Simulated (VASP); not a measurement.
All values below come from PBE0 hybrid, VASP's PBE PAW potentials (set 64) (plane waves; VASP 6.6.1).

Input for VASP

**INCAR**
```
AEXX  =  0.25
ALGO  =  Normal
EDIFF  =  1E-6
ENCUT  =  300
GGA  =  PE
HFRCUT  =  -1
ISIF  =  2
ISMEAR  =  0
ISYM  =  3
LASPH  =  .TRUE.
LCHARG  =  .FALSE.
LHFCALC  =  .TRUE.
LMAXMIX  =  4
LREAL  =  .FALSE.
LWAVE  =  .FALSE.
NELM  =  100
PREC  =  Accurate
PRECFOCK  =  Fast
SIGMA  =  0.02
SYSTEM  =  Cs2AgBiBr6
```

**KPOINTS**
```
kpoints
0
G
 1 1 1
0 0 0
```

### POSCAR
```
Cs2AgBiBr6
1
    0.0000000000     5.7441500000     5.7441500000
    5.7441500000     0.0000000000     5.7441500000
    5.7441500000     5.7441500000     0.0000000000
Cs Ag Bi Br
2 1 1 6
Direct
  0.7434060000   0.7539960000   0.7464870000
  0.2460570000   0.2514610000   0.2522820000
  0.4969660000   0.4949310000   0.5005440000
 -0.0012530000   0.0056360000   0.0055540000
  0.7587150000   0.2434770000   0.2407180000
  0.2558530000   0.7463600000   0.7541440000
  0.2556800000   0.7491110000   0.2525940000
  0.7470290000   0.2541950000   0.7496420000
  0.2444770000   0.2530700000   0.7501640000
  0.7530710000   0.7477610000   0.2478710000
```

POTCAR, in this order: Cs_sv Ag Bi_d Br (PBE.64 set). Program: vasp_std.

Output of the run:

OUTCAR:
```
 ion  position               nearest neighbor table
   1  0.743  0.754  0.746-
   2  0.246  0.251  0.252-
   3  0.497  0.495  0.501-   7 2.81   9 2.84   8 2.87   6 2.90  10 2.92   5 2.94
   4  0.999  0.006  0.006-   5 2.72   9 2.83  10 2.89   7 2.90   8 2.92   6 2.93
   5  0.759  0.243  0.241-   4 2.72   3 2.94
   6  0.256  0.746  0.754-   3 2.90   4 2.93
   7  0.256  0.749  0.253-   3 2.81   4 2.90
   8  0.747  0.254  0.750-   3 2.87   4 2.92
   9  0.244  0.253  0.750-   4 2.83   3 2.84
  10  0.753  0.748  0.248-   4 2.89   3 2.92
  LATTYP: Found a face centered cubic cell.
 ALAT       =    11.4883000000
 Subroutine PRICEL returns:
 Original cell was already a primitive cell.
 Subroutine GETGRP returns: Found  1 space group operations
The static configuration has the point symmetry C_1 .
The dynamic configuration has the point symmetry C_1 .
 Subroutine INISYM returns: Found  1 space group operations
 Subroutine IBZKPT returns following result:
 Found      1 irreducible k-points:

 Following reciprocal coordinates:
            Coordinates               Weight
  0.000000  0.000000  0.000000      1.000000
...
```

### OSZICAR
```
       N       E                     dE             d eps       ncg     rms          rms(c)
DAV:   1    -0.913074714418E+04   -0.91307E+04   -0.28599E+04   110   0.973E+02
DAV:   2    -0.969785101402E+04   -0.56710E+03   -0.54980E+03   121   0.254E+02
DAV:   3    -0.976612834239E+04   -0.68277E+02   -0.67928E+02   113   0.102E+02
DAV:   4    -0.976790648914E+04   -0.17781E+01   -0.17692E+01   116   0.193E+01
DAV:   5    -0.378363652558E+02    0.97301E+04   -0.36098E+01   105   0.365E+01    0.911E+00
DAV:   6    -0.358912749601E+02    0.19451E+01   -0.64356E+00   124   0.100E+01    0.518E+00
DAV:   7    -0.358565020169E+02    0.34773E-01   -0.19413E+00   108   0.553E+00    0.364E+00
DAV:   8    -0.359203832412E+02   -0.63881E-01   -0.25869E-01   124   0.202E+00    0.233E+00
DAV:   9    -0.359118950481E+02    0.84882E-02   -0.21152E-02   105   0.929E-01    0.135E+00
DAV:  10    -0.359100306812E+02    0.18644E-02   -0.13376E-02   105   0.517E-01    0.742E-01
DAV:  11    -0.359109308080E+02   -0.90013E-03   -0.33080E-03   108   0.237E-01    0.419E-01
DAV:  12    -0.359113949917E+02   -0.46418E-03   -0.62433E-04   105   0.120E-01    0.246E-01
DAV:  13    -0.359116532495E+02   -0.25826E-03   -0.32256E-04   105   0.860E-02    0.146E-01
DAV:  14    -0.359118151635E+02   -0.16191E-03   -0.16604E-04   105   0.567E-02    0.873E-02
DAV:  15    -0.359119044515E+02   -0.89288E-04   -0.68564E-05   108   0.359E-02    0.533E-02
DAV:  16    -0.359119499838E+02   -0.45532E-04   -0.29812E-05   105   0.241E-02    0.333E-02
DAV:  17    -0.359119727413E+02   -0.22758E-04   -0.14014E-05   105   0.163E-02    0.213E-02
DAV:  18    -0.359119839426E+02   -0.11201E-04   -0.67403E-06    97   0.111E-02    0.140E-02
DAV:  19    -0.359119893992E+02   -0.54566E-05   -0.33949E-06   100   0.791E-03    0.929E-03
DAV:  20    -0.359119920364E+02   -0.26372E-05   -0.15851E-06    65   0.560E-03    0.622E-03
DAV:  21    -0.359119933000E+02   -0.12637E-05   -0.10599E-06    65   0.436E-03    0.428E-03
DAV:  22    -0.359119939253E+02   -0.62526E-06   -0.52580E-07    65   0.311E-03
   1 F= -.35911994E+02 E0= -.35911994E+02  d E =-.181216E-12
```

OUTCAR:
```
------------------------ aborting loop because EDIFF is reached ----------------------------------------
  FORCE on cell =-STRESS in cart. coord.  units (eV):
  Direction    XX          YY          ZZ          XY          YZ          ZX
  --------------------------------------------------------------------------------------
  Total        5.6881272      3.6351094      4.4362823      0.0587025     -0.0047061     -0.1451476
  in kB       24.0421095     15.3645823     18.7509140      0.2481190     -0.0198913     -0.6134980
  external PRESSURE =      19.3858686 kB  Pullay stress =       0.0000000 kB
  volume of cell :      379.06
      direct lattice vectors                 reciprocal lattice vectors
     0.000000000  5.744150000  5.744150000    -0.087045081  0.087045081  0.087045081
     5.744150000  0.000000000  5.744150000     0.087045081 -0.087045081  0.087045081
     5.744150000  5.744150000  0.000000000     0.087045081  0.087045081 -0.087045081
 POSITION                                       TOTAL-FORCE (eV/Angst)
 -----------------------------------------------------------------------------------
      8.61900      8.55817      8.60130         0.012174     -0.030844     -0.019312
      2.89358      2.86253      2.85782         0.023358     -0.013976     -0.007061
      5.71816      5.72985      5.69761         0.141074      0.069106      0.088713
      0.06428      5.76886      5.76933        -0.666207     -0.110371     -0.220319
      2.78129      5.74089      5.75674        -0.159439      0.046272     -0.013081
      8.61912      5.80157      5.75686         0.635664      0.046788      0.034503
      5.75394      2.91960      5.77167         0.042348     -0.764721      0.035245
      5.76619      8.59710      5.75118        -0.014992      0.772828      0.000172
      5.76273      5.71337      2.85798        -0.009375     -0.020540     -0.589908
      5.71906      5.74956      8.62100        -0.004605      0.005459      0.691048
 -----------------------------------------------------------------------------------
    total drift:                               -0.001332     -0.000848      0.000539
  FREE ENERGIE OF THE ION-ELECTRON SYSTEM (eV)
  ---------------------------------------------------
  free  energy   TOTEN  =       -35.9119939253 eV

  energy  without entropy=      -35.9119939253  energy(sigma->0) =      -35.91199393

  exchange ACFDT corr.  =         0.00000000  see jH, gK, PRB 81, 115126
```
(Selected blocks of OUTCAR.)

At this cut-off the stress carries a Pulay error, which pulls relaxed volumes low.

The structure comes from a computed database's Cs2AgBiBr6 entry; how it stands against other phases isn't given here. The cell was not relaxed at this level, atoms are displaced from their ideal sites. The k-mesh is coarse (spacing up to 0.95 per Å, 2π included), so the numbers may not be converged in it. The run is one of a series of settings (KPOINTS 1×1×1 Γ-centred mesh against the base run), some of them coarse on purpose.
